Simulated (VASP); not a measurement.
All values below come from PBE GGA, VASP's PBE PAW potentials (set 64) (plane waves; VASP).

The input files of a VASP run:

File POSCAR:
```
HfC
1
    0.0000000000     2.3236476523     2.3236476523
    2.3236476523     0.0000000000     2.3236476523
    2.3236476523     2.3236476523     0.0000000000
Hf C
1 1
Direct
  0.0000000000   0.0000000000   0.0000000000
  0.5000000000   0.5000000000   0.5000000000
```

KPOINTS:
```
Automatic mesh
0
gamma
14 14 14
0 0 0
```

INCAR:
```
! general
SYSTEM  = HfC
PREC    = Accurate
ENCUT   = 620
LREAL   = .FALSE.
LASPH   = .TRUE.

! electronic loop
EDIFF   = 1E-6
NELM    = 100
ALGO    = Normal
LMAXMIX = 6

! smearing
ISMEAR  = 1
SIGMA   = 0.1

! functional
GGA     = PE

! ions
IBRION  = 2
NSW     = 40
ISIF    = 3
EDIFFG  = -0.02

! output
LWAVE   = .FALSE.
LCHARG  = .FALSE.
```

POTCAR, in this order: Hf_pv C (PBE.64 set). Program: vasp_std.

What VASP printed:

OUTCAR:
```
 ion  position               nearest neighbor table
   1  0.000  0.000  0.000-   2 2.32   2 2.32   2 2.32   2 2.32   2 2.32   2 2.32
   2  0.500  0.500  0.500-   1 2.32   1 2.32   1 2.32   1 2.32   1 2.32   1 2.32
  LATTYP: Found a face centered cubic cell.
 ALAT       =     4.6472953046
 Subroutine PRICEL returns:
 Original cell was already a primitive cell.
 Subroutine GETGRP returns: Found 48 space group operations
The static configuration has the point symmetry O_h .
The dynamic configuration has the point symmetry O_h .
 Subroutine INISYM returns: Found 48 space group operations
 Subroutine IBZKPT returns following result:
 Found    104 irreducible k-points:

 Following reciprocal coordinates:
            Coordinates               Weight
  0.000000  0.000000  0.000000      1.000000
  0.071429  0.000000  0.000000      8.000000
  0.142857  0.000000  0.000000      8.000000
  0.214286  0.000000  0.000000      8.000000
  0.285714  0.000000  0.000000      8.000000
  0.357143  0.000000  0.000000      8.000000
  0.428571  0.000000  0.000000      8.000000
  0.500000  0.000000  0.000000      4.000000
  0.071429  0.071429  0.000000      6.000000
  0.142857  0.071429  0.000000     24.000000
  0.214286  0.071429  0.000000     24.000000
  0.285714  0.071429  0.000000     24.000000
  0.357143  0.071429  0.000000     24.000000
  0.428571  0.071429  0.000000     24.000000
  0.500000  0.071429  0.000000     24.000000
 -0.428571  0.071429  0.000000     24.000000
 -0.357143  0.071429  0.000000     24.000000
 -0.285714  0.071429  0.000000     24.000000
 -0.214286  0.071429  0.000000     24.000000
 -0.142857  0.071429  0.000000     24.000000
 -0.071429  0.071429  0.000000     12.000000
  0.142857  0.142857  0.000000      6.000000
  0.214286  0.142857  0.000000     24.000000
  0.285714  0.142857  0.000000     24.000000
...
```

**OSZICAR**
```
       N       E                     dE             d eps       ncg     rms          rms(c)
DAV:   1     0.302925416877E+02    0.30293E+02   -0.85877E+03  2288   0.140E+03
DAV:   2    -0.220842542327E+02   -0.52377E+02   -0.49860E+02  3018   0.237E+02
DAV:   3    -0.242061266451E+02   -0.21219E+01   -0.20935E+01  2995   0.355E+01
DAV:   4    -0.242253633716E+02   -0.19237E-01   -0.19217E-01  2767   0.362E+00
DAV:   5    -0.242255912358E+02   -0.22786E-03   -0.22784E-03  3000   0.339E-01    0.573E+01
DAV:   6    -0.211289598612E+02    0.30966E+01   -0.20351E+01  2560   0.232E+01    0.408E+01
DAV:   7    -0.210599709639E+02    0.68989E-01   -0.64165E-01  2667   0.621E+00    0.248E+01
DAV:   8    -0.210534704559E+02    0.65005E-02   -0.59508E-02  2569   0.245E+00    0.590E+00
DAV:   9    -0.210471287900E+02    0.63417E-02   -0.30580E-02  2586   0.105E+00    0.186E+00
DAV:  10    -0.210469097377E+02    0.21905E-03   -0.90299E-04  2723   0.261E-01    0.426E-01
DAV:  11    -0.210468997419E+02    0.99958E-05   -0.21563E-04  2632   0.105E-01    0.596E-02
DAV:  12    -0.210468974186E+02    0.23233E-05   -0.76375E-06  2658   0.247E-02    0.706E-02
DAV:  13    -0.210468965515E+02    0.86710E-06   -0.55012E-07  1318   0.786E-03
   1 F= -.21046897E+02 E0= -.21046888E+02  d E =-.210469E+02
```

OUTCAR:
```
------------------------ aborting loop because EDIFF is reached ----------------------------------------
  FORCE on cell =-STRESS in cart. coord.  units (eV):
  Direction    XX          YY          ZZ          XY          YZ          ZX
  --------------------------------------------------------------------------------------
  Total       -0.0284208     -0.0284208     -0.0284208      0.0000000     -0.0000000     -0.0000000
  in kB       -1.8147030     -1.8147030     -1.8147030      0.0000000     -0.0000000     -0.0000000
  external PRESSURE =      -1.8147030 kB  Pullay stress =       0.0000000 kB
  volume of cell :       25.09
      direct lattice vectors                 reciprocal lattice vectors
     0.000000000  2.323647652  2.323647652    -0.215178923  0.215178923  0.215178923
     2.323647652  0.000000000  2.323647652     0.215178923 -0.215178923  0.215178923
     2.323647652  2.323647652  0.000000000     0.215178923  0.215178923 -0.215178923
 POSITION                                       TOTAL-FORCE (eV/Angst)
 -----------------------------------------------------------------------------------
      0.00000      0.00000      0.00000        -0.000000      0.000000     -0.000000
      2.32365      2.32365      2.32365         0.000000     -0.000000      0.000000
 -----------------------------------------------------------------------------------
    total drift:                                0.000000      0.000000      0.000000
  FREE ENERGIE OF THE ION-ELECTRON SYSTEM (eV)
  ---------------------------------------------------
  free  energy   TOTEN  =       -21.0468965515 eV

  energy  without entropy=      -21.0468713084  energy(sigma->0) =      -21.04688814

 reached required accuracy - stopping structural energy minimisation
```
(Selected blocks of OUTCAR.)

**OUTCAR**
```
 val. band max:        5.8699111617   @ k =   0.5000   0.5000   0.0000

 cond. band min:       5.9619544812   @ k =   0.4286   0.3571   0.0000


 Fermi energy:         5.9297725110

 k-point     1 :       0.0000    0.0000    0.0000
  band No.  band energies     occupation
      1     -23.5959      2.00000
      2     -23.5959      2.00000
      3     -23.5959      2.00000
      4      -6.3527      2.00000
      5       6.9657     -0.00000
      6       6.9657     -0.00000
      7       6.9657     -0.00000
      8       7.3590     -0.00000
      9       7.3590     -0.00000
     10       7.3590     -0.00000
     11       9.3632      0.00000

 k-point     2 :       0.0714    0.0000    0.0000
  band No.  band energies     occupation
      1     -23.6319      2.00000
      2     -23.5993      2.00000
      3     -23.5993      2.00000
      4      -6.2239      2.00000
      5       6.0772     -0.05756
      6       6.3451     -0.00000
      7       6.3451     -0.00000
      8       7.6204     -0.00000
      9       7.6204     -0.00000
     10       7.9251     -0.00000
     11       9.9893      0.00000

 k-point     3 :       0.1429    0.0000    0.0000
  band No.  band energies     occupation
      1     -23.7313      2.00000
      2     -23.6090      2.00000
      3     -23.6090      2.00000
      4      -5.8513      2.00000
      5       4.8400      2.00000
      6       5.4257      2.00000
      7       5.4257      2.00000
      8       8.0388      0.00000
      9       8.0388      0.00000
     10       8.3715      0.00000
     11      11.2740      0.00000

 k-point     4 :       0.2143    0.0000    0.0000
  band No.  band energies     occupation
      1     -23.8714      2.00000
      2     -23.6229      2.00000
      3     -23.6229      2.00000
      4      -5.2728      2.00000
      5       3.5573      2.00000
      6       4.5814      2.00000
      7       4.5814      2.00000
      8       8.6468      0.00000
      9       8.6468      0.00000
...
```

Unless said otherwise, spin-orbit coupling is left out, though it shifts the bands of the heavy elements here.

The compound is HfC in the rock salt structure. It was relaxed first.
